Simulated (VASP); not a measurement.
Calculation: PBE GGA with spin-orbit coupling, VASP's PBE PAW potentials (set 64) (plane waves; VASP 6.6.1).

VASP ran on this input.

File POSCAR:
```
SrTiO3
1.0
  3.9425509724   0.0000000000   0.0000000000
  0.0000000000   3.9425509724   0.0000000000
  0.0000000000   0.0000000000   3.9425509724
Sr Ti O
1 1 3
Cart
  0.0000000000   0.0000000000   0.0000000000
  1.9712754862   1.9712754862   1.9712754862
  1.9712754862   0.0000000000   1.9712754862
  0.0000000000   1.9712754862   1.9712754862
  1.9712754862   1.9712754862   0.0000000000
```

KPOINTS:
```
Regular mesh
0
G
  5 5 5
0 0 0
```

File KPOINTS_OPT:
```
k-points along high-symmetry lines
8
Line-mode
Reciprocal
  0.000000   0.000000   0.000000 ! GAMMA
  0.000000   0.500000   0.000000 ! X

  0.000000   0.500000   0.000000 ! X
  0.500000   0.500000   0.000000 ! M

  0.500000   0.500000   0.000000 ! M
  0.000000   0.000000   0.000000 ! GAMMA

  0.000000   0.000000   0.000000 ! GAMMA
  0.500000   0.500000   0.500000 ! R

  0.500000   0.500000   0.500000 ! R
  0.000000   0.500000   0.000000 ! X

  0.500000   0.500000   0.500000 ! R
  0.500000   0.500000   0.000000 ! M
```

INCAR:
```
! general
SYSTEM     = SrTiO3
PREC       = Accurate
ENCUT      = 520
LREAL      = .False.
LASPH      = .True.

! electronic loop
EDIFF      = 1E-6
NELM       = 100
ALGO       = Normal
LMAXMIX    = 4

! smearing
ISMEAR     = 0
SIGMA      = 0.05

! functional
GGA        = PE
GGA_COMPAT = .False.

! spin
MAGMOM     = 15*0
LSORBIT    = .True.

! output
LWAVE      = .False.
LCHARG     = .False.
```

POTCAR, in this order: Sr_sv Ti_sv O (PBE.64 set). Program: vasp_ncl.

**Question.** What will the output report for the number of irreducible k-points (NKPTS), number of bands (NBANDS), largest plane-wave count, number of space-group operations, FFT grid (NGX, NGY, NGZ)?

**Answer.** 
```
Item                                          Result
--------------------------------------  ------------
number of irreducible k-points (NKPTS)            10
number of bands (NBANDS)                          48
largest plane-wave count                        3342
number of space-group operations                  48
FFT grid (NGX, NGY, NGZ)                30 × 30 × 30
```

The compound is SrTiO3 in the cubic perovskite structure, the ideal cubic form; the compound distorts at low or room temperature. It was relaxed first.
